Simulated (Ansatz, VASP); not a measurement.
## GaH3: VASP beside Ansatz

Wanted: the spread between two codes on one cell, functional and k mesh. The cell is generated by rule, not measured, and may not be a known phase. Of the first pair: The cell is taken from a series of runs on this material, whose earlier steps may have relaxed, scaled, displaced or heated it; both programs get it as it stands.

Main program and level: Ansatz 0.2.0; plane waves, with VASP 6.6.1 beside it; relaxation of cell and atoms at PBE and zone-centre phonons at PBE.

## (1) Set-up

Symmetry: Pm-3m, No. 221, cubic system. Conventional cell: a = 3.499 Å, b = 3.499 Å, c = 3.499 Å, α = 90.00°, β = 90.00°, γ = 90.00°. Nearest to Ga lie 6 H at 1.75 Å. Nearest to H lie 2 Ga at 1.75 Å. Farther neighbours are not listed.

Structure file:

```cif
data_structure
_symmetry_space_group_name_H-M 'P 1'
_symmetry_Int_Tables_number 1
_cell_length_a 3.4988
_cell_length_b 3.4988
_cell_length_c 3.4988
_cell_angle_alpha 90.000
_cell_angle_beta 90.000
_cell_angle_gamma 90.000
_cell_volume 42.83
loop_
_atom_site_label
_atom_site_type_symbol
_atom_site_fract_x
_atom_site_fract_y
_atom_site_fract_z
_atom_site_occupancy
Ga1 Ga 0.00000 0.00000 0.00000 1
H2 H 0.50000 0.00000 0.00000 1
H3 H 0.00000 0.50000 0.00000 1
H4 H 0.00000 0.00000 0.50000 1
```

## (2) VASP: relaxation of cell and atoms, PBE, pair 1

The relaxed volume is the usual yardstick between codes: in a stiff, nearly cubic crystal its relative difference is about their pressure difference at one cell divided by the bulk modulus.

Lines of VASP's logs that name or quote its potential files are left out, and so is its time.

File INCAR:

```
SYSTEM = GaH3
PREC = Accurate
ENCUT = 500
EDIFF = 1E-07
NELM = 120
ISMEAR = 0
SIGMA = 0.1
LREAL = .FALSE.
ALGO = Normal
GGA = PE
NBANDS = 14
LORBIT = 11
LWAVE = .FALSE.
LCHARG = .FALSE.
ISIF = 3
IBRION = 2
NSW = 80
EDIFFG = -0.005
LASPH = .TRUE.
GGA_COMPAT = .FALSE.
NELMIN = 4
KPAR = 2
```

File POSCAR:

```
GaH3
1.0
    3.4988330000      0.0000000000      0.0000000000
    0.0000000000      3.4988330000      0.0000000000
    0.0000000000      0.0000000000      3.4988330000
Ga H
1 3
Direct
    0.0000000000      0.0000000000      0.0000000000
    0.5000001429      0.0000000000      0.0000000000
    0.0000000000      0.5000001429      0.0000000000
    0.0000000000      0.0000000000      0.5000001429
```

File KPOINTS:

```
Automatic mesh
0
Gamma
10 10 10
0 0 0
```

PAW data sets: Ga_d and H (PBE family, release 64).

Launch:

```console
$ mpirun -np 2 vasp_std
```

Numbers of over 12 decimals in the logs are rounded to 6 here.

The log of the run:

```text
[banner, memory and clock lines left out]
running    2 mpi-ranks, on    1 nodes
 distrk:  each k-point on    1 cores,    2 groups
 distr:  one band on    1 cores,    1 groups

 POSCAR found type information on POSCAR GaH
 POSCAR found :  2 types and       4 ions
 LDA part: xc-table for (Slater+PW92), standard interpolation
 POSCAR, INCAR and KPOINTS ok, starting setup
 FFT: planning ... GRIDC
 FFT: planning ... GRID_SOFT
 FFT: planning ... GRID
 WAVECAR not read
 entering main loop
       N       E                     dE             d eps       ncg     rms          rms(c)
DAV:   1     0.631969006022E+02    0.63197E+02   -0.78911E+03  1584   0.155E+03
DAV:   2    -0.700809925276E+01   -0.70205E+02   -0.65694E+02  1790   0.297E+02
DAV:   3    -0.125445004605E+02   -0.55364E+01   -0.55019E+01  1886   0.674E+01
DAV:   4    -0.126251012320E+02   -0.80601E-01   -0.80584E-01  1842   0.910E+00
DAV:   5    -0.126262622997E+02   -0.11611E-02   -0.11610E-02  1964   0.986E-01    0.487E+00
DAV:   6    -0.121408288940E+02    0.48543E+00   -0.33270E-01  2222   0.113E+01    0.244E+00
DAV:   7    -0.120156352246E+02    0.12519E+00   -0.23107E-01  2140   0.410E+00    0.403E-01
DAV:   8    -0.120186622691E+02   -0.30270E-02   -0.20758E-02  1816   0.250E+00    0.226E-01
DAV:   9    -0.120223294865E+02   -0.36672E-02   -0.34060E-03  1580   0.601E-01    0.826E-02
DAV:  10    -0.120226130886E+02   -0.28360E-03   -0.42782E-04  1688   0.232E-01    0.275E-02
DAV:  11    -0.120226551520E+02   -0.42063E-04   -0.71296E-05  1682   0.920E-02    0.105E-02
DAV:  12    -0.120226522983E+02    0.28537E-05   -0.52565E-06  2146   0.245E-02    0.140E-03
DAV:  13    -0.120226529733E+02   -0.67494E-06   -0.56126E-07  1688   0.766E-03    0.254E-04
DAV:  14    -0.120226530311E+02   -0.57805E-07   -0.11621E-08  1498   0.115E-03
   1 F= -.12022653E+02 E0= -.12020333E+02  d E =-.120227E+02
 curvature:   0.00 expect dE= 0.000E+00 dE for cont linesearch  0.000E+00
 trial: gam= 0.00000 g(F)=  0.000E+00 g(S)=  0.807E-04 ort = 0.000E+00 (trialstep = 0.100E+01)
 search vector abs. value=  0.807E-04
 bond charge predicted
       N       E                     dE             d eps       ncg     rms          rms(c)
DAV:   1    -0.120231369910E+02   -0.48402E-03   -0.48228E-03  1820   0.135E+00    0.117E-01
DAV:   2    -0.120228002227E+02    0.33677E-03   -0.53192E-04  1904   0.509E-01    0.542E-02
DAV:   3    -0.120227220730E+02    0.78150E-04   -0.74664E-05  1868   0.182E-01    0.132E-02
DAV:   4    -0.120227125246E+02    0.95484E-05   -0.12378E-05  1796   0.564E-02    0.778E-04
DAV:   5    -0.120227125098E+02    0.14787E-07   -0.44253E-07  1812   0.929E-03
   2 F= -.12022713E+02 E0= -.12020395E+02  d E =-.594787E-04
 trial-energy change:   -0.000059  1 .order   -0.000046   -0.000081   -0.000012
 step:   1.0779(harm=  1.1741)  dis= 0.00000  next Energy=   -12.022713 (dE=-0.600E-04)
 reached required accuracy - stopping structural energy minimisation
```

OUTCAR, selected parts (step 2):

```text
ion  position               nearest neighbor table
   1  0.000  0.000  0.000-   2 1.75   3 1.75   4 1.75   2 1.75   3 1.75   4 1.75
   2  0.500  0.000  0.000-   1 1.75   1 1.75
   3  0.000  0.500  0.000-   1 1.75   1 1.75
   4  0.000  0.000  0.500-   1 1.75   1 1.75

  LATTYP: Found a simple cubic cell.
 ALAT       =     3.4988330000

 Subroutine GETGRP returns: Found 48 space group operations
 (whereof 48 operations were pure point group operations)

The static configuration has the point symmetry O_h .

 Found     56 irreducible k-points:

   k-points           NKPTS =     56   k-points in BZ     NKDIM =     56   number of bands    NBANDS=     14

   dimension x,y,z NGX =    28 NGY =   28 NGZ =   28
   dimension x,y,z NGXF=    56 NGYF=   56 NGZF=   56

   ENCUT  =  500.0 eV  36.75 Ry    6.06 a.u.   6.38  6.38  6.38*2*pi/ulx,y,z

   NELECT =      16.0000    total number of electrons

 k-points in reciprocal lattice and weights: Automatic mesh
   0.00000000  0.00000000  0.00000000       0.001
   0.10000000  0.00000000  0.00000000       0.006
   0.20000000  0.00000000  0.00000000       0.006
   0.30000000  0.00000000  0.00000000       0.006
   0.40000000  0.00000000  0.00000000       0.006
   0.50000000  0.00000000  0.00000000       0.003
   0.10000000  0.10000000  0.00000000       0.012
   0.20000000  0.10000000  0.00000000       0.024
   0.30000000  0.10000000  0.00000000       0.024
[...]
0.50000000  0.50000000  0.40000000       0.006
   0.50000000  0.50000000  0.50000000       0.001

 average (electrostatic) potential at core
       1 -69.4769       2 -35.7227       3 -35.7227       4 -35.7227

 E-fermi :   0.3757

 k-point     1 :       0.0000    0.0000    0.0000
  band No.  band energies     occupation
    ...
      2     -14.1465      2.00000
      3     -13.8274      2.00000
      4     -13.8274      2.00000
      5     -13.8274      2.00000
      6      -9.4596      2.00000
      7       0.6195      0.00057
      8       0.6195      0.00057
      9       4.6495      0.00000
     10       4.6495      0.00000
     11       4.6495      0.00000
    ...

 k-point     2 :       0.1000    0.0000    0.0000
  band No.  band energies     occupation
    ...
      3     -13.8295      2.00000
      4     -13.8295      2.00000
      5     -13.8273      2.00000
      6      -9.3603      2.00000
      7      -0.1007      2.00000
      8       0.6482      0.00012
      9       4.7378      0.00000
     10       4.7378      0.00000
     11       5.1025      0.00000
     12       9.1861      0.00000
    ...

 k-point     3 :       0.2000    0.0000    0.0000
  band No.  band energies     occupation
    ...
      3     -13.8350      2.00000
      4     -13.8350      2.00000
      5     -13.8269      2.00000
      6      -9.0664      2.00000
      7      -1.5299      2.00000
      8       0.7270      0.00000
      9       4.9868      0.00000
     10       4.9868      0.00000
     11       5.8519      0.00000
     12      10.6378      0.00000
    ...

  Total       -0.0070041     -0.0070041     -0.0070041     -0.0000000     -0.0000000     -0.0000000
  in kB       -0.2624430     -0.2624430     -0.2624430     -0.0000000     -0.0000000     -0.0000000
  external PRESSURE =      -0.2624430 kB  Pullay stress =       0.0000000 kB

  energy-cutoff  :      500.00
  volume of cell :       42.76
      direct lattice vectors                 reciprocal lattice vectors
     3.496839711 -0.000000000 -0.000000000     0.285972502  0.000000000  0.000000000
     0.000000000  3.496839711  0.000000000     0.000000000  0.285972502  0.000000000
    -0.000000000 -0.000000000  3.496839711     0.000000000  0.000000000  0.285972502

 POSITION                                       TOTAL-FORCE (eV/Angst)
 -----------------------------------------------------------------------------------
      0.00000      0.00000      0.00000        -0.000000     -0.000000      0.000000
      1.74842     -0.00000     -0.00000         0.000000      0.000000      0.000000
      0.00000      1.74842      0.00000         0.000000      0.000000      0.000000
     -0.00000     -0.00000      1.74842         0.000000      0.000000      0.000000
 -----------------------------------------------------------------------------------
    total drift:                                0.000040      0.000040      0.000040

  FREE ENERGIE OF THE ION-ELECTRON SYSTEM (eV)
  ---------------------------------------------------
  free  energy   TOTEN  =       -12.0227125098 eV

  energy  without entropy=      -12.0180769564  energy(sigma->0) =      -12.02039473

 reached required accuracy - stopping structural energy minimisation

 total charge
# of ion       s       p       d       tot
------------------------------------------
    1        0.832   0.795  10.037  11.665
    2        0.548   0.009   0.000   0.557
    3        0.548   0.009   0.000   0.557
    4        0.548   0.009   0.000   0.557
--------------------------------------------------
tot          2.476   0.822  10.037  13.335

[... 3 further parts left out ...]
```

CONTCAR:

```
GaH3
   1.00000000000000
     3.4968397112344363   -0.0000000000000000   -0.0000000000000000
     0.0000000000000000    3.4968397112344363    0.0000000000000000
    -0.0000000000000000   -0.0000000000000000    3.4968397112344363
  Ga              H
     1     3
Direct
     0.0000000000000000    0.0000000000000000    0.0000000000000000
     0.5000001428999994    0.0000000000000000    0.0000000000000000
     0.0000000000000000    0.5000001428999994    0.0000000000000000
     0.0000000000000000    0.0000000000000000    0.5000001428999994
```

## (3) Ansatz: relaxation of cell and atoms, PBE, pair 1

Ansatz runs on its PAW jth soft_2 files.

The same cell, functional, mesh and smearing now go to Ansatz, which takes its cutoff from its data sets.

File input.yaml:

```yaml
crystal:
  lattice:
    - [3.4988331641, 0.0, 0.0]
    - [0.0, 3.4988331641, 0.0]
    - [0.0, 0.0, 3.4988331641]
  atoms:
    - { symbol: Ga, position: [0.0, 0.0, 0.0] }
    - { symbol: H, position: [0.5, 0.0, 0.0] }
    - { symbol: H, position: [0.0, 0.5, 0.0] }
    - { symbol: H, position: [0.0, 0.0, 0.5] }
kpoints:
  mp_grid: { grid: [10, 10, 10] }
hamiltonian:
  xc: pbe
  pseudopotentials: { kind: paw, source: jth }
scf:
  occupations: { method: gaussian, width: 0.1 }
output:
  forces: true
  stress: true
  eigenvalues: true
  write_density: true
  write_potential: true
  elf: true
  volumetric_format: npy
relax:
  adjacent_minimum: "off"
  f_tol: 0.003
  max_steps: 80
  cell: { stress_tol: 0.03 }
```

Launch:

```console
$ ansatz run input.yaml --threads 4 --pin off --max-ram 8192MiB --backend cpu --events-out ev --progress --plain --runs-dir out
```

The log of the run:

```text
Warning: <dir> the checks of this Ga dataset prove no rule for summing its radial tables, as where they were carried onto another mesh than they were made on, and Gregory's rule is taken, under which a leading mesh point left out moves its sums only by what lay on the interval it spanned. That does not make them correct, and they differ from Quantum ESPRESSO's on this file; a re-export a fraction of a mesh step off can move them. hamiltonian.pseudopotentials.radial_quadrature: simpson_from_first_knot sums it by `pw.x`'s rule; on a PAW file no value gives `pw.x`'s numbers. What more to know: hamiltonian.pseudopotentials.radial_quadrature, in the input reference
Warning: <dir> the checks of this H dataset prove no rule for summing its radial tables, as where they were carried onto another mesh than they were made on, and Gregory's rule is taken, under which a leading mesh point left out moves its sums only by what lay on the interval it spanned. That does not make them correct, and they differ from Quantum ESPRESSO's on this file; a re-export a fraction of a mesh step off can move them. hamiltonian.pseudopotentials.radial_quadrature: simpson_from_first_knot sums it by `pw.x`'s rule; on a PAW file no value gives `pw.x`'s numbers. What more to know: hamiltonian.pseudopotentials.radial_quadrature, in the input reference
Engine: ansatz 0.2.0, aarch64-unknown-linux-gnu
Pseudopotentials: kind: paw
Pseudopotential: Ga, paw, valence charge 13, recommended cutoff 3600 eV (normal), Ga.paw.azcp
Pseudopotential: H, paw, valence charge 1, recommended cutoff 630 eV (normal), H.paw.azcp
Functional definition: PBE
  parameter kappa = 0.804
  parameter beta = 0.066725
  exchange = pbe_x(kappa = kappa, mu = beta*pi^2/3)
  correlation = pbe_c(beta = beta)
Crystal: 4 atoms, lattice volume = 42.832 Å³
Basis set: ecut = 3600 eV, 20863 PW (Γ), exchange–correlation on 144×144×144 points (8 copies of the dense FFT grid, shifted against one another)
Bands: 12, of which v1, the nominal top of the filled ones, is band 8 counted from 1 (7 counted from 0)
Symmetry: 48 space group operations
Space group: Pm-3m (ITA 221), of the structure as read, at distance tolerance 3.5e-5 Å
k-points: 56 of 1000
Non-local potential: Ga, projectors of the file, l = 0: 2, l = 1: 2, l = 2: 2
Non-local potential: H, projectors of the file, l = 0: 2, l = 1: 1
PAW form: soft (Blöchl's): semilocal exchange-correlation on the pseudo side does not see the compensation charge
PAW one-centre angular grid: Ga, 590 points (default); XC on 64 Gauss nodes
PAW one-centre angular grid: H, 110 points (default); XC on 64 Gauss nodes
Initial density: superposition of atomic densities (chi_scale 0.1, normalization cell, long waves kept (reshape's long-wave potential 0.00 eV rms))
Initial wavefunctions: pseudopotential atomic-orbital guess
Functional: x = pbe(κ = 0.804, μ = 0.219515), c = pbe(β = 0.066725)
SCF iter   1: F=—  HF=-3828.442838 eV  |F-HF|=—  |Δ(HF+E_count)|=         —  Δρ=7.06e-2  dr2=1.78e0  ethr=3.10e-3  ⟨swp⟩=8.8  Hψ=5964  notcnv=0
preconditioner: auto → none  [insulator: Δε(μ)=0.133 eV  Ē_g=16.263 eV  σ=0.100 eV  W_gap=0.54  n_scr=6 (ndim 8)  ℏωp=22.7 eV  f_vac=0.015  D(μ)=0.17/eV (n_scr^D=0)  ε∞_Penn≈2.9]
SCF iter   2: F=—  HF=-3827.959192 eV  |F-HF|=—  |Δ(HF+E_count)|=   4.84e-1  Δρ=2.12e-2  dr2=1.72e-1  ethr=3.10e-3  ⟨swp⟩=3.0  Hψ=1789  notcnv=0
preconditioner: auto → LDOS  [metal: Δε(μ)=0.040 eV  Ē_g=17.128 eV  σ=0.100 eV  W_gap=0.22  n_scr=6 (ndim 8)  ℏωp=22.7 eV  f_vac=0.068  D(μ)=0.86/eV (n_scr^D=6)  β→1.0]
SCF iter   3: F=—  HF=-3827.939909 eV  |F-HF|=—  |Δ(HF+E_count)|=   1.93e-2  Δρ=7.92e-3  dr2=1.53e-2  ethr=1.08e-3  ⟨swp⟩=2.4  Hψ=1334  notcnv=0
SCF iter   4: F=—  HF=-3827.931470 eV  |F-HF|=—  |Δ(HF+E_count)|=   8.44e-3  Δρ=1.86e-3  dr2=2.10e-3  ethr=9.53e-5  ⟨swp⟩=2.0  Hψ=1343  notcnv=0
SCF iter   5: F=—  HF=-3827.931059 eV  |F-HF|=—  |Δ(HF+E_count)|=   4.11e-4  Δρ=2.88e-4  dr2=2.44e-5  ethr=1.31e-5  ⟨swp⟩=3.0  Hψ=1137  notcnv=0
SCF iter   6: F=—  HF=-3827.931075 eV  |F-HF|=—  |Δ(HF+E_count)|=   1.56e-5  Δρ=5.15e-5  dr2=1.49e-6  ethr=1.52e-7  ⟨swp⟩=2.6  Hψ=1150  notcnv=0
SCF iter   7: F=-3827.931075 eV  HF=-3827.931075 eV  |F-HF|=3.32e-10  |Δ(HF+E_count)|=   8.64e-8  Δρ=4.32e-6  dr2=7.66e-9  ethr=6.25e-10  ⟨swp⟩=10.5  Hψ=5471  notcnv=0
SCF 1 converged in 7 iterations: F = -3827.931075 eV  dr2 = 7.66e-9
  greatest PAW one-centre occupation: 0.983 electrons in one spin orbital (limit 2), on the Ga atom at site 0 (counted from 0), in its partial waves of l = 2
relax step   1: F+E_penalty+E_count = -3827.93107454 eV  Δ(F+E_penalty+E_count) = +0.000e0 eV  max|allowed force component| = 2.036e-31 eV/Å  Δτ_max = 0.0000 Å  P = +0.020 GPa  Ω = 42.832 Å³  (7 SCF iters, dr2 threshold 1.00e-7 eV, accepted)
Initial density: handed on by an earlier stage of this run
Initial wavefunctions: pseudopotential atomic-orbital guess (no wavefunctions were taken with the density)
iter 1 solved again at ethr=7.09e-7 eV; its pass at ethr=3.10e-3 eV (dr2=1.13e-4 eV) is discarded
SCF iter   1: F=—  HF=-3827.931062 eV  |F-HF|=—  |Δ(HF+E_count)|=         —  Δρ=4.53e-6  dr2=7.99e-9  ethr=7.09e-7  ⟨swp⟩=2.2  Hψ=7403  notcnv=0
eigensolver tolerance schedule: the retry pair's looser diagonalisation over-reported the residual by 14195.00 of it (diagonalisation noise at an unbounded share of the residual, at the tolerance the schedule requests for it); recorded, not acted on — ethr = c·dr2/N_el stays at c = 1.0e-1
preconditioner: auto → LDOS  [insulator: Δε(μ)=0.100 eV  Ē_g=17.044 eV  σ=0.100 eV  W_gap=0.51  n_scr=6 (ndim 8)  ℏωp=22.7 eV  f_vac=0.142  D(μ)=0.93/eV (n_scr^D=6)  ε∞_Penn≈2.8  β→1.0]
SCF iter   2: F=—  HF=-3827.931075 eV  |F-HF|=—  |Δ(HF+E_count)|=   1.27e-5  Δρ=1.20e-6  dr2=4.96e-10  ethr=4.99e-11  ⟨swp⟩=3.2  Hψ=1310  notcnv=0
SCF iter   3: F=—  HF=-3827.931075 eV  |F-HF|=—  |Δ(HF+E_count)|=  3.37e-10  Δρ=5.57e-7  dr2=7.04e-11  ethr=3.10e-12  ⟨swp⟩=2.0  Hψ=1119  notcnv=0
SCF iter   4: F=-3827.931075 eV  HF=-3827.931075 eV  |F-HF|=4.55e-13  |Δ(HF+E_count)|=  4.96e-11  Δρ=8.17e-8  dr2=2.47e-12  ethr=1.00e-12  ⟨swp⟩=5.5  Hψ=2894  notcnv=0
SCF 2 converged in 4 iterations: F = -3827.931075 eV  dr2 = 2.47e-12
relax step   2: F+E_penalty+E_count = -3827.93107454 eV  Δ(F+E_penalty+E_count) = -2.797e-9 eV  max|allowed force component| = 1.751e-31 eV/Å  Δτ_max = 0.0000 Å  P = +0.020 GPa  Ω = 42.832 Å³  stress off target by 1.98e-2 GPa  SCF on the basis re-selected at this cell (its energy is not comparable with the rows above)  (4 SCF iters)
basis re-selected at this cell: Δ(F+E_penalty+E_count) = -2.797e-9 eV, ΔP = +0.000 GPa vs the last step (what re-selecting the basis moved, of the pressure what is left beyond the Pulay correction that the steps carried, after the strain that the cell walked since its last selection, with what the two solves' SCF thresholds leave and, on support functions, any second-order correction that the steps lacked; it is no m [...]
SCF converged after 4 iterations
Free energy (F): -3827.931075 eV
Harris-Foulkes:  -3827.931075 eV  (|F-HF|=4.55e-13)
Internal energy: -3827.926431 eV  (E = F + TS)
E sigma→0 (E₀):  -3827.928753 eV
Entropy (-TS):   -0.004643 eV (-1.161 meV/atom)
Fermi energy:    2.796925 eV
--- Per-component energies (eV) ---
  E_band       = -124.725559
  E_kinetic    = 175.300443
  E_local      = -2094.873943  (includes V_loc(G=0)·N_el)
  E_nonlocal   = 105.045757
  E_hartree    = 826.246233
  E_xc         = -70.625434
  E_vxc        = -90.009658  (∫ρ·V_xc dr)
  E_paw        = -1742.202523  (= ΣΔE_a)
  E_vpaw       = 127.319448  (= ΣTr[D̂ρ^β])
  E_aug_tail   = 0.000003  (compensation charges beyond the density's cutoff)
  E_ewald      = -1026.816967
  E_smearing   = -0.004643  (= −TS)
  E_closure    = 0.000000  (closes the sum)
  Σ components = -3827.931075   (vs F -3827.931075, Δ=0.00e0)
--- Forces (eV/Å), atoms counted from 1 ---
  atom   1  Ga    -0.00000000     0.00000000     0.00000000
  atom   2  H     -0.00000000    -0.00000000     0.00000000
  atom   3  H      0.00000000    -0.00000000     0.00000000
  atom   4  H      0.00000000     0.00000000    -0.00000000
  max |Σ_I F_I| component: 3.72e-31 eV/Å
--- Stress (GPa, compression-positive) ---
        0.019833       0.000000       0.000000
       -0.000000       0.019833       0.000000
        0.000000       0.000000       0.019833
  P = ⅓ Tr σ = 0.0198 GPa (0.198 kbar)
--- Band table (eV; the first three rows and the last of 56) ---
  k-point 0: bands = [... 4 lower, -11.3927, -7.0259, 3.0395, 3.0395, 7.0716, 7.0716, 7.0716, 11.0530]
  k-point 1: bands = [... 4 lower, -11.3926, -6.9267, 2.3218, 3.0688, 7.1598, 7.1598, 7.5212, 11.5996]
  k-point 2: bands = [... 4 lower, -11.3922, -6.6332, 0.8954, 3.1475, 7.4085, 7.4085, 8.2661, 13.0486]
  k-point 55: bands = [... 4 lower, -11.4385, -1.0883, -1.0883, -1.0883, 0.2444, 8.9659, 8.9659, 8.9659]
--- Relaxed structure (1 steps of the walk, 1 accepted, 1 SCFs on fresh bases) ---
  F+E_penalty+E_count = -3827.93107454 eV   max|allowed force component| = 1.751e-31 eV/Å   (the final SCF, on the basis selected at the relaxed cell)
  cell:  # Å, volume = 42.8321 Å³
    - [3.4988331641, 0.0, 0.0]
    - [0.0, 3.4988331641, 0.0]
    - [0.0, 0.0, 3.4988331641]
  atoms:
    - { symbol: Ga, position: [0.0, 0.0, 0.0] }
    - { symbol: H, position: [0.5, 0.0, 0.0] }
    - { symbol: H, position: [0.0, 0.5, 0.0] }
    - { symbol: H, position: [0.0, 0.0, 0.5] }
```

## (4) Comparison

Known differences besides the potentials themselves: the cutoff is 3600 eV in Ansatz and 500 eV in VASP; Ansatz adds a Pulay correction to the stress that steers its cell, VASP none. Total energies have different zeros and are not compared.

Both answers:

```
                                         quantity  Ansatz   VASP  difference
                                      volume (Å³)   42.83  42.76     +0.17 %
edge a after relaxation, in the typed setting (Å)   3.499  3.497     +0.06 %
```

[end of part 1 of 2]

[Lines on the potential files, build, host, timing and source positions are cut from VASP's logs without a mark.]

[Logs are printed without paths, hosts, clocks, repeated set-up lines and the standing remarks that a program may print on its own settings, such as how far it seeks lower states.]

[Hosts, paths, dates, database ids (printed as entryN), source tags and the programs' standing remarks are cut or masked in the printed files.]
